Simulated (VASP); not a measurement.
These are PBEsol GGA, VASP's PBE PAW potentials (set 64) (plane waves; VASP 6.6.1) values and carry that method's errors.

The input files of a VASP run:

### INCAR
```
# general
SYSTEM =Ti
PREC   =Accurate
ENCUT  =300
LREAL  =F
LASPH  =T   # aspherical one-centre terms

# electronic loop
EDIFF  =1E-6   # SCF stop (eV)
NELM   =100   # most electronic steps
ALGO   =Normal
LMAXMIX=4   # l cut-off of mixed one-centre charges

# smearing
ISMEAR =-1
SIGMA  =0.1

# functional
GGA    =PS   # PBEsol

# ions
ISIF   =2

# output
LWAVE  =F
LCHARG =F
```

KPOINTS:
```
Automatic mesh
0
Gamma
13 13 7
0 0 0
```

### POSCAR
```
Ti
2.950
  0.5000000000  -0.8660254237   0.0000000000
  0.5000000000   0.8660254237   0.0000000000
  0.0000000000   0.0000000000   1.5864406780
Ti
2
Cart
  0.5000000000   0.2886757186   0.3966101695
  0.5000000000  -0.2886757186   1.1898305085
```

POTCAR, in this order: Ti_sv (PBE.64 set). Program: vasp_std.

At this cut-off the stress carries a Pulay error, which pulls relaxed volumes low.

### Question
What does the run give for the energy per atom (σ→0), pressure, band gap (on the k-mesh)?

### Answer

```
Property                                                     Value
------------------------  ----------------------------------------
energy per atom (σ→0)                               -8.304 eV/atom
band gap (on the k-mesh)  none (metal, semimetal or under 0.01 eV)
pressure                                                 -5.87 GPa
```

OSZICAR:
```
...
DAV:   8    -0.166571901657E+02   -0.10504E-01   -0.18263E-01  3264   0.586E+00    0.712E-01
DAV:   9    -0.166476013155E+02    0.95889E-02   -0.55436E-02  3240   0.261E+00    0.404E-02
DAV:  10    -0.166476456699E+02   -0.44354E-04   -0.12269E-03  4408   0.277E-01    0.514E-02
DAV:  11    -0.166476363677E+02    0.93022E-05   -0.73453E-05  3000   0.687E-02    0.704E-03
DAV:  12    -0.166476308564E+02    0.55113E-05   -0.60477E-06  2944   0.155E-02    0.255E-03
DAV:  13    -0.166476293138E+02    0.15426E-05   -0.27329E-07  1768   0.855E-03    0.235E-03
DAV:  14    -0.166476288182E+02    0.49559E-06   -0.53045E-08  1720   0.265E-03
   1 F= -.16647629E+02 E0= -.16607956E+02  d E =-.793454E-01
```

The structure is a typed Ti crystal (P6_3/mmc). The cell was not relaxed at this level. The run is one of a series of settings (GGA = PS against the base run), some of them coarse on purpose.
